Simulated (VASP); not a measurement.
Computed with PBE GGA, VASP's PBE PAW potentials (set 64) (plane waves; VASP).

VASP input:

INCAR:
```
SYSTEM = SiC
PREC = Accurate
ENCUT = 620
EDIFF = 1E-6
NELM = 100
ALGO = Normal
LREAL = .FALSE.
LASPH = .TRUE.
ISMEAR = 0
SIGMA = 0.05
GGA = PE
LWAVE = .FALSE.
LCHARG = .FALSE.
IBRION = 2
ISIF = 3
NSW = 40
EDIFFG = -0.02
PSTRESS = 100
```

KPOINTS:
```
K-points
0
G
 10 10 10
0 0 0
```

### POSCAR
```
SiC
1.0
  0.0000000000   2.1728058726   2.1728058726
  2.1728058726   0.0000000000   2.1728058726
  2.1728058726   2.1728058726   0.0000000000
Si C
1 1
Cart
  0.0000000000   0.0000000000   0.0000000000
  1.0864029363   1.0864029363   1.0864029363
```

POTCAR, in this order: Si C (PBE.64 set). Program: vasp_std.

The run wrote:

### OSZICAR
```
       N       E                     dE             d eps       ncg     rms          rms(c)
DAV:   1     0.876040256258E+01    0.87604E+01   -0.46168E+03   768   0.983E+02
DAV:   2    -0.164690192443E+02   -0.25229E+02   -0.23742E+02  1096   0.118E+02
DAV:   3    -0.169315921266E+02   -0.46257E+00   -0.46257E+00   864   0.204E+01
DAV:   4    -0.169331624654E+02   -0.15703E-02   -0.15703E-02  1216   0.129E+00
DAV:   5    -0.169331628155E+02   -0.35016E-06   -0.35016E-06   856   0.167E-02    0.889E+00
DAV:   6    -0.151193527469E+02    0.18138E+01   -0.76214E+00   808   0.158E+01    0.391E+00
DAV:   7    -0.150626073071E+02    0.56745E-01   -0.35383E-01  1136   0.422E+00    0.178E+00
DAV:   8    -0.150547400331E+02    0.78673E-02   -0.18963E-02   816   0.127E+00    0.162E-01
DAV:   9    -0.150550299176E+02   -0.28988E-03   -0.78012E-04  1176   0.243E-01    0.103E-01
DAV:  10    -0.150551376798E+02   -0.10776E-03   -0.19793E-04  1008   0.113E-01    0.219E-02
DAV:  11    -0.150551387995E+02   -0.11197E-05   -0.37934E-05   952   0.386E-02    0.550E-03
DAV:  12    -0.150551389855E+02   -0.18598E-06   -0.14971E-06   688   0.961E-03
   1 F= -.13774631E+02 E0= -.13774631E+02  d E =-.137746E+02
       N       E                     dE             d eps       ncg     rms          rms(c)
DAV:   1    -0.150053471245E+02    0.49792E-01   -0.59773E-01   784   0.691E+00    0.881E-01
DAV:   2    -0.149952987644E+02    0.10048E-01   -0.24715E-02   888   0.107E+00    0.442E-01
DAV:   3    -0.149931514909E+02    0.21473E-02   -0.37995E-03   960   0.433E-01    0.107E-01
DAV:   4    -0.149928235512E+02    0.32794E-03   -0.47503E-04   840   0.138E-01    0.520E-02
DAV:   5    -0.149928182679E+02    0.52833E-05   -0.15461E-05  1056   0.314E-02    0.305E-02
DAV:   6    -0.149928194947E+02   -0.12268E-05   -0.13910E-06   712   0.997E-03    0.414E-03
DAV:   7    -0.149928190646E+02    0.43011E-06   -0.21781E-07   416   0.342E-03
   2 F= -.13770686E+02 E0= -.13770686E+02  d E =0.394567E-02
       N       E                     dE             d eps       ncg     rms          rms(c)
DAV:   1    -0.150394994673E+02   -0.46680E-01   -0.17997E-01   784   0.373E+00    0.483E-01
DAV:   2    -0.150363943400E+02    0.31051E-02   -0.78285E-03   904   0.594E-01    0.245E-01
DAV:   3    -0.150357353050E+02    0.65903E-03   -0.11098E-03   992   0.234E-01    0.623E-02
DAV:   4    -0.150356238425E+02    0.11146E-03   -0.14975E-04   800   0.765E-02    0.272E-02
DAV:   5    -0.150356197698E+02    0.40727E-05   -0.46605E-06  1040   0.174E-02    0.163E-02
DAV:   6    -0.150356187141E+02    0.10558E-05   -0.39989E-07   432   0.561E-03    0.272E-03
DAV:   7    -0.150356189075E+02   -0.19342E-06   -0.10262E-07   408   0.242E-03
   3 F= -.13781347E+02 E0= -.13781347E+02  d E =-.671607E-02
```

File OUTCAR:
```
------------------------ aborting loop because EDIFF is reached ----------------------------------------
  FORCE on cell =-STRESS in cart. coord.  units (eV):
  Direction    XX          YY          ZZ          XY          YZ          ZX
  --------------------------------------------------------------------------------------
  Total        1.2521641      1.2521641      1.2521641      0.0000000     -0.0000000     -0.0000000
  in kB       99.8319781     99.8319781     99.8319781      0.0000000     -0.0000000     -0.0000000
  external PRESSURE =      -0.1680219 kB  Pullay stress =     100.0000000 kB
  volume of cell :       20.10
      direct lattice vectors                 reciprocal lattice vectors
     0.000000000  2.157863916  2.157863916    -0.231710627  0.231710627  0.231710627
     2.157863916 -0.000000000  2.157863916     0.231710627 -0.231710627  0.231710627
     2.157863916  2.157863916 -0.000000000     0.231710627  0.231710627 -0.231710627
  FREE ENERGIE OF THE ION-ELECTRON SYSTEM (eV)
  ---------------------------------------------------
  free  energy   TOTEN  =       -15.0356189075 eV

  energy  without entropy=      -15.0356189075  energy(sigma->0) =      -15.03561891
  enthalpy is  TOTEN    =       -13.7813473574 eV   P V=        1.2542715501

 reached required accuracy - stopping structural energy minimisation
```
(Selected blocks of OUTCAR.)

File CONTCAR:
```
SiC
   1.00000000000000
     0.0000000000000000    2.1578639159326380    2.1578639159326380
     2.1578639159326380   -0.0000000000000000    2.1578639159326380
     2.1578639159326380    2.1578639159326380   -0.0000000000000000
  Si              C
     1     1
Direct
     0.0000000000000000    0.0000000000000000    0.0000000000000000
     0.2500000000000000    0.2500000000000000    0.2500000000000000
```

Energy and stress use the plane-wave basis of the starting cell.

The compound is SiC in the zinc blende structure. This run relaxes it under an external pressure of 10 GPa. Symmetry was kept, so distortions that lower it aren't found.
